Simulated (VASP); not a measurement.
Input:

```
CELL_PARAMETERS angstrom
      2.95000     0.00000     0.00000
      0.00000     2.95000     0.00000
      0.00000     0.00000     2.95000
ATOMIC_POSITIONS crystal
  Zn 0.50000 0.50000 0.50000
  Cu 0.00000 0.00000 0.00000
```

The numbers are results of MS2 meta-GGA, VASP's PBE PAW potentials (set 64) (plane waves; VASP), not measurements. Run with 520 eV cut-off, 11×11×11 Γ-centred mesh, first-order Methfessel-Paxton smearing of 0.10 eV, potentials Zn Cu.

Energy and stress use the plane-wave basis of the starting cell.

The ions, cell shape and volume are relaxed. Predict the relaxed structure.

```
CELL_PARAMETERS angstrom
      2.90169     0.00000     0.00000
      0.00000     2.90169     0.00000
      0.00000     0.00000     2.90169
ATOMIC_POSITIONS crystal
  Zn 0.50000 0.50000 0.50000
  Cu 0.00000 0.00000 0.00000
```
Space group Pm-3m (221), at a tolerance of 0.03 Å.

How do energy and volume change from the first to the last step?

The energy (σ→0) changes by -13.1 meV/atom and the volume by -4.8 %, in 3 ionic steps.

| step | E(σ→0) (eV) | max force (eV/Å) | pressure (GPa) | volume (Å³) |
|---|---|---|---|---|
| 1 | -8.5092 | 0.000 | -6.13 | 25.67 |
| 2 | -8.5285 | 0.000 | 3.31 | 23.89 |
| 3 | -8.5355 | 0.000 | -0.06 | 24.43 |

The compound is CuZn in the CsCl type structure. This run relaxes it. Symmetry was kept, so distortions that lower it aren't found. The electron count is odd and the run is not spin-polarised, which forces a metal.
